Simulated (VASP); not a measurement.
Data:

```xyz
1
Lattice="-1.5960 1.5960 1.5960 1.5960 -1.5960 1.5960 1.5960 1.5960 -1.5960" Properties=species:S:1:pos:R:3 pbc="T T T"
W      0.0000     0.0000     0.0000
```

All values below come from PBE GGA with D3 dispersion (zero damping), VASP's PBE PAW potentials (set 64) (plane waves; VASP). Run with 520 eV cut-off, 16×16×16 Γ-centred mesh, first-order Methfessel-Paxton smearing of 0.10 eV, potentials W_sv.

Q: Give the stress tensor in GPa (positive for a compressed cell).

A: 
```
-9.50   0.00   0.00
 0.00  -9.50   0.00
 0.00   0.00  -9.50
```
The pressure is its mean diagonal, -9.50 GPa.

The compound is W in the bcc structure. This cell is one point of a volume scan, at 1.03 of the reference volume.
